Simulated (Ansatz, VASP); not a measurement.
# Zr2COF (Zr2COF MXene bilayer, AB) in two plane-wave programs, part 2 of 2

Aim: how closely do two programs agree when they are given the same cell, functional and k mesh? The structure shown is the start of the Ansatz relaxation below; VASP solves that cell, so the two are compared at the walk's first step.

VASP 6.6.1 and Ansatz 0.2.0.

So far: The structure; Ansatz: relaxation, PBE with D3(BJ).

**3. VASP: single point, PBE with D3(BJ), start cell**

Level of this step: PBE with D3(BJ), zero-moment start; plane waves and PAW (F, Zr_sv, C, O) (VASP).

The same cell, functional, mesh and smearing now go to VASP, with its own data sets.

Lines of VASP's logs that name or quote its potential files are left out, and so is its time.

INCAR reads:

```
SYSTEM = Zr2COF
PREC = Accurate
ENCUT = 520
EDIFF = 1E-06
NELM = 200
ISMEAR = -1
SIGMA = 0.05
LREAL = .FALSE.
ALGO = Normal
GGA = PE
IVDW = 12
NBANDS = 56
ISPIN = 2
MAGMOM = 0 -0 0 0 -0 -0 -0 0 0 -0
LASPH = .TRUE.
LMAXMIX = 4
LORBIT = 11
LWAVE = .FALSE.
LCHARG = .FALSE.
ISIF = 2
LDIPOL = .TRUE.
IDIPOL = 3
DIPOL = 0.5 0.5 0.499
LVHAR = .TRUE.
GGA_COMPAT = .FALSE.
NELMDL = -8
KPAR = 2
```

POSCAR reads:

```
Zr2COF
1.0
    3.2890000000      0.0000000000      0.0000000000
   -1.6445000000      2.8483580000      0.0000000000
    0.0000000000      0.0000000000     55.6436290000
F Zr C O
2 4 2 2
Direct
    0.3333332748      0.6666665496      0.3890831779
    0.6666667252      0.3333334504      0.5251601221
    0.6666667252      0.3333334504      0.4070113579
    0.3333332748      0.6666665496      0.4536564824
    0.0000000000      0.0000000000      0.5430883022
    0.6666667252      0.3333334504      0.5897334266
    0.0000000000      0.0000000000      0.4303339202
    0.3333332748      0.6666665496      0.5664108644
    0.6666667252      0.3333334504      0.4748398959
    0.0000000000      0.0000000000      0.6109168221
```

KPOINTS reads:

```
Automatic mesh
0
Gamma
12 12 1
0 0 0
```

PAW data sets: F, Zr_sv, C and O (PBE family, release 64).

Command:

```sh
$ mpirun -np 2 vasp_std
```

Numbers of over 12 decimals in the logs are rounded to 6 here.

Output:

```text
[banner, memory and clock lines left out]
running    2 mpi-ranks, on    1 nodes
 distrk:  each k-point on    1 cores,    2 groups
 distr:  one band on    1 cores,    1 groups

 POSCAR found type information on POSCAR F ZrC O
 POSCAR found :  4 types and      10 ions
 LDA part: xc-table for (Slater+PW92), standard interpolation
|                                                                             |
|           W    W    AA    RRRRR   N    N  II  N    N   GGGG   !!!           |
|           W    W   A  A   R    R  NN   N  II  NN   N  G    G  !!!           |
|           W    W  A    A  R    R  N N  N  II  N N  N  G       !!!           |
|           W WW W  AAAAAA  RRRRR   N  N N  II  N  N N  G  GGG   !            |
|           WW  WW  A    A  R   R   N   NN  II  N   NN  G    G                |
|           W    W  A    A  R    R  N    N  II  N    N   GGGG   !!!           |
|                                                                             |
|     One of the lattice vectors is very long (>50 A), but AMIN is rather     |
|     large. This can spoil convergence since charge sloshing might occur     |
|     along the long lattice vector. If problems with convergence are         |
|     observed, try to decrease AMIN to a smaller value (e.g. 0.01).          |
|     Note: This warning only applies if the self-consistency cycle is        |
|     used.                                                                   |
|                                                                             |

 POSCAR, INCAR and KPOINTS ok, starting setup
 FFT: planning ... GRIDC
 FFT: planning ... GRID_SOFT
 FFT: planning ... GRID
 WAVECAR not read
 entering main loop
       N       E                     dE             d eps       ncg     rms          rms(c)
DAV:   1     0.854141798513E+03    0.85414E+03   -0.39525E+04  5136   0.122E+03
DAV:   2     0.700657616771E-01   -0.85407E+03   -0.83010E+03  5496   0.356E+02
DAV:   3    -0.970361548151E+02   -0.97106E+02   -0.95896E+02  5768   0.110E+02
DAV:   4    -0.104625146390E+03   -0.75890E+01   -0.75655E+01  7416   0.282E+01
DAV:   5    -0.105067256913E+03   -0.44211E+00   -0.44201E+00  6192   0.527E+00
DAV:   6    -0.105075320968E+03   -0.80641E-02   -0.80633E-02  6480   0.844E-01
DAV:   7    -0.105075728057E+03   -0.40709E-03   -0.40708E-03  6216   0.155E-01
DAV:   8    -0.105075739993E+03   -0.11937E-04   -0.11937E-04  6208   0.295E-02    0.452E+01
DAV:   9    -0.101874063851E+03    0.32017E+01   -0.11567E+02  5416   0.459E+01    0.336E+01
DAV:  10    -0.819739920005E+03   -0.71787E+03   -0.65971E+03  7120   0.937E+01    0.118E+02
DAV:  11    -0.153109376797E+03    0.66663E+03   -0.90849E+02  6008   0.956E+01    0.552E+01
DAV:  12    -0.877325561007E+02    0.65377E+02   -0.10715E+03  6256   0.396E+01    0.249E+01
DAV:  13    -0.962026032451E+02   -0.84700E+01   -0.16518E+02  5504   0.344E+01    0.197E+01
DAV:  14    -0.950924854704E+02    0.11101E+01   -0.45548E+01  5976   0.132E+01    0.140E+01
[...]
DAV:  39    -0.865889470754E+02   -0.54082E-04   -0.24001E-06  4008   0.461E-03    0.502E-03
DAV:  40    -0.865890004790E+02   -0.53404E-04   -0.39432E-06  4264   0.697E-03    0.269E-03
DAV:  41    -0.865890198763E+02   -0.19397E-04   -0.12088E-06  3760   0.375E-03    0.111E-03
DAV:  42    -0.865890361209E+02   -0.16245E-04   -0.11235E-06  3656   0.244E-03    0.129E-03
DAV:  43    -0.865890431671E+02   -0.70461E-05   -0.54022E-07  3688   0.188E-03    0.749E-04
DAV:  44    -0.865890443125E+02   -0.11455E-05   -0.11029E-07  3440   0.123E-03    0.433E-04
DAV:  45    -0.865890455584E+02   -0.12459E-05   -0.88951E-08  3208   0.799E-04    0.397E-04
DAV:  46    -0.865890460102E+02   -0.45176E-06   -0.83462E-08  3304   0.648E-04
   1 F= -.88893454E+02 E0= -.88879296E+02  d E =-.283165E-01  mag=     0.0003
```

From OUTCAR (step 3):

```text
ion  position               nearest neighbor table
   1  0.333  0.667  0.389-   3 2.14   3 2.14   3 2.15
   2  0.667  0.333  0.525-   5 2.14   5 2.15   5 2.15
   3  0.667  0.333  0.407-   1 2.14   1 2.14   1 2.15   7 2.30   7 2.30   7 2.30   4 3.22   4 3.22
                             4 3.22
   4  0.333  0.667  0.454-   9 2.23   9 2.23   9 2.24   7 2.30   7 2.30   7 2.30   3 3.22   3 3.22
                             3 3.22
   5  0.000  0.000  0.543-   2 2.14   2 2.15   2 2.15   8 2.30   8 2.30   8 2.30   6 3.22   6 3.22
                             6 3.22
   6  0.667  0.333  0.590-  10 2.23  10 2.23  10 2.23   8 2.30   8 2.30   8 2.30   5 3.22   5 3.22
                             5 3.22
   7  0.000  0.000  0.430-   4 2.30   3 2.30   4 2.30   4 2.30   3 2.30   3 2.30
   8  0.333  0.667  0.566-   6 2.30   6 2.30   5 2.30   5 2.30   5 2.30   6 2.30
   9  0.667  0.333  0.475-   4 2.23   4 2.23   4 2.24
  10  0.000  0.000  0.611-   6 2.23   6 2.23   6 2.23

  LATTYP: Found a hexagonal cell.
 ALAT       =     3.2890000000
 C/A-ratio  =    16.9180994223

 Subroutine GETGRP returns: Found  6 space group operations
 (whereof  6 operations were pure point group operations)

The static configuration has the point symmetry C_3v.

 Found     19 irreducible k-points:

   k-points           NKPTS =     19   k-points in BZ     NKDIM =     19   number of bands    NBANDS=     56

   dimension x,y,z NGX =    24 NGY =   24 NGZ =  420
   dimension x,y,z NGXF=    48 NGYF=   48 NGZF=  840

   ENCUT  =  520.0 eV  38.22 Ry    6.18 a.u.   6.12  6.12103.46*2*pi/ulx,y,z

   NELECT =      82.0000    total number of electrons

 k-points in reciprocal lattice and weights: Automatic mesh
   0.00000000  0.00000000  0.00000000       0.007
   0.08333333  0.00000000  0.00000000       0.042
   0.16666667  0.00000000  0.00000000       0.042
   0.25000000  0.00000000  0.00000000       0.042
   0.33333333  0.00000000  0.00000000       0.042
   0.41666667  0.00000000  0.00000000       0.042
   0.50000000  0.00000000  0.00000000       0.021
   0.08333333  0.08333333  0.00000000       0.042
   0.16666667  0.08333333  0.00000000       0.083
[...]
0.33333333  0.25000000  0.00000000       0.083
   0.33333333  0.33333333  0.00000000       0.014

 dipolmoment           0.000000      0.000000      0.283536 electrons x Angstroem

 average (electrostatic) potential at core
       1 -84.8606       2 -84.2928       3 -85.6728       4 -84.9268       5 -85.8296
       6 -84.8099       7 -55.3235       8 -55.3103       9 -76.0682      10 -75.7382

 E-fermi :  -1.1366

 spin component 1
 k-point     1 :       0.0000    0.0000    0.0000
  band No.  band energies     occupation
    ...
     36      -3.2059      1.00000
     37      -2.8632      1.00000
     38      -2.8632      1.00000
     39      -2.7068      1.00000
     40      -2.7068      1.00000
     41      -0.7799      0.00080
     42      -0.6342      0.00004
     43      -0.6342      0.00004
     44      -0.5948      0.00002
     45      -0.5948      0.00002
    ...

 k-point     2 :       0.0833    0.0000    0.0000
  band No.  band energies     occupation
    ...
     36      -3.2916      1.00000
     37      -3.1647      1.00000
     38      -2.9912      1.00000
     39      -2.8945      1.00000
     40      -2.8390      1.00000
     41      -0.8483      0.00312
     42      -0.6889      0.00013
     43      -0.5272      0.00001
     44      -0.4417      0.00000
     45      -0.3998      0.00000
    ...

 k-point     3 :       0.1667    0.0000    0.0000
  band No.  band energies     occupation
    ...
     37      -3.2960      1.00000
     38      -3.2361      1.00000
     39      -3.0867      1.00000
     40      -2.9507      1.00000
     41      -1.1767      0.69044
     42      -1.0299      0.10573
     43      -0.2846      0.00000
     44       0.0149      0.00000
     45       0.0553      0.00000
     46       0.2048      0.00000
    ...

 k-point     4 :       0.2500    0.0000    0.0000
  band No.  band energies     occupation
    ...
     38      -3.4009      1.00000
     39      -3.2458      1.00000
     40      -3.1400      1.00000
     41      -1.5668      0.99982
     42      -1.3946      0.99429
     43       0.1425      0.00000
     44       0.5954      0.00000
     45       0.6190      0.00000
     46       0.6252      0.00000
     47       0.6736      0.00000
    ...

 k-point     5 :       0.3333    0.0000    0.0000
  band No.  band energies     occupation
    ...
     38      -3.4430      1.00000
     39      -3.4092      1.00000
     40      -3.2409      1.00000
     41      -1.8572      1.00000
     42      -1.6502      0.99997
     43       0.6216      0.00000
     44       1.0552      0.00000
     45       1.0805      0.00000
     46       1.2244      0.00000
     47       1.2376      0.00000
    ...

 k-point     6 :       0.4167    0.0000    0.0000
  band No.  band energies     occupation
    ...
     38      -3.6401      1.00000
     39      -3.3360      1.00000
     40      -3.1563      1.00000
     41      -2.0145      1.00000
     42      -1.7789      1.00000
     43       0.8925      0.00000
     44       1.1771      0.00000
     45       1.3348      0.00000
     46       1.4116      0.00000
     47       1.7564      0.00000
    ...

 Edisp (eV)   -2.30441

  Total       1.83650     1.83650     2.77215     0.00000     0.00000     0.00000
  in kB       5.64453     5.64454     8.52027     0.00000     0.00000     0.00000
  external pressure =        6.60 kB  Pullay stress =        0.00 kB

  energy-cutoff  :      520.00
  volume of cell :      521.28
      direct lattice vectors                 reciprocal lattice vectors
     3.289000000  0.000000000  0.000000000     0.304043782  0.175539732  0.000000000
    -1.644500000  2.848358000  0.000000000     0.000000000  0.351079464  0.000000000
     0.000000000  0.000000000 55.643629000     0.000000000  0.000000000  0.017971509

 POSITION                                       TOTAL-FORCE (eV/Angst)
 -----------------------------------------------------------------------------------
     -0.00000      1.89890     21.65000        -0.000000     -0.000000     -3.385198
      1.64450      0.94945     29.22181         0.000000     -0.000000     -2.351638
      1.64450      0.94945     22.64759         0.000000     -0.000000      3.589759
     -0.00000      1.89890     25.24309         0.000000     -0.000000      2.753261
      0.00000      0.00000     30.21940        -0.000000     -0.000000      2.236490
      1.64450      0.94945     32.81491        -0.000000      0.000000      4.148175
      0.00000      0.00000     23.94534        -0.000000     -0.000000     -1.133119
     -0.00000      1.89890     31.51716        -0.000000     -0.000000     -1.456288
      1.64450      0.94945     26.42182        -0.000000      0.000000     -1.729476
      0.00000      0.00000     33.99363        -0.000000     -0.000000     -2.671967
 -----------------------------------------------------------------------------------
    total drift:                                0.000000     -0.000826     -0.000118

  FREE ENERGIE OF THE ION-ELECTRON SYSTEM (eV)
  ---------------------------------------------------
  free  energy   TOTEN  =       -88.8934540871 eV

  energy  without entropy=      -88.8651375798  energy(sigma->0) =      -88.87929583

 vacuum level on the upper side and lower side of the slab         5.944         0.466

 total charge
# of ion       s       p       d       tot
------------------------------------------
    1        1.742   4.411   0.000   6.153
    2        1.744   4.401   0.000   6.145
    3        2.171   6.021   1.726   9.917
    4        2.171   6.045   1.519   9.735
    5        2.171   6.027   1.659   9.858
    6        2.172   6.046   1.504   9.722
    7        0.881   1.534   0.000   2.415
    8        0.882   1.539   0.000   2.421
    9        1.566   3.399   0.000   4.965
   10        1.574   3.365   0.000   4.939
--------------------------------------------------
tot         17.074  42.788   6.408  66.270

 magnetization (x)
# of ion       s       p       d       tot
------------------------------------------
    1        0.000   0.000   0.000   0.000
    2       -0.000  -0.000   0.000  -0.000
    3        0.000   0.000   0.000   0.000
    4        0.000   0.000   0.000   0.000
    5        0.000   0.000   0.000   0.000
    6        0.000   0.000   0.000   0.000
    7       -0.000  -0.000   0.000  -0.000
    8       -0.000  -0.000   0.000  -0.000
    9       -0.000   0.000   0.000   0.000
   10       -0.000  -0.000   0.000  -0.000
--------------------------------------------------
tot          0.000  -0.000   0.000   0.000

[... 6 further parts left out ...]
```

**4. Side by side**

Known differences besides the potentials themselves: Ansatz cuts the interaction across the vacuum, VASP repeats the sheet with a dipole correction; the cutoff is 420 eV in Ansatz and 520 eV in VASP. Total energies have different zeros and are not compared.

Forces (eV/Å; atoms numbered as in POSCAR):

```
atom        Ansatz x, y, z          VASP x, y, z
  F1  0.000, 0.000, -3.351  0.000, 0.000, -3.385
  F2  0.000, 0.000, -2.324  0.000, 0.000, -2.352
 Zr3   0.000, 0.000, 3.575   0.000, 0.000, 3.590
 Zr4   0.000, 0.000, 2.751   0.000, 0.000, 2.753
 Zr5   0.000, 0.000, 2.225   0.000, 0.000, 2.236
 Zr6   0.000, 0.000, 4.151   0.000, 0.000, 4.148
  C7  0.000, 0.000, -1.129  0.000, 0.000, -1.133
  C8  0.000, 0.000, -1.454  0.000, 0.000, -1.456
  O9  0.000, 0.000, -1.748  0.000, 0.000, -1.729
 O10  0.000, 0.000, -2.695  0.000, 0.000, -2.672
```

The forces differ by 10 meV/Å r.m.s., which is 0.7 % of the r.m.s. force of 1.562 eV/Å (both taken over all components). Moments aren't recorded for both runs of this pair, so they may hold unlike magnetic states. With vacuum in the cell, a pressure given here is an average over mostly empty space and none of the material.

**5. What came out**

```
r.m.s. force difference (single point, PBE with D3(BJ), start cell) : 0.66 % of the r.m.s. force
```

What this shows: The r.m.s. force difference is 0.66 % of the r.m.s. force (single point, PBE with D3(BJ), start cell), within the 3 % picked in this series as the mark of a large difference. 1 further run of this series is not shown here. Such differences can come from data sets, numerical settings and the points named under the comparisons, not from the functional's error against experiment.

[Lines on the potential files, build, host, timing and source positions are cut from VASP's logs without a mark.]

[Logs are printed without paths, hosts, clocks, repeated set-up lines and the standing remarks that a program may print on its own settings, such as how far it seeks lower states.]

[Hosts, paths, dates, database ids (printed as entryN), source tags and the programs' standing remarks are cut or masked in the printed files.]
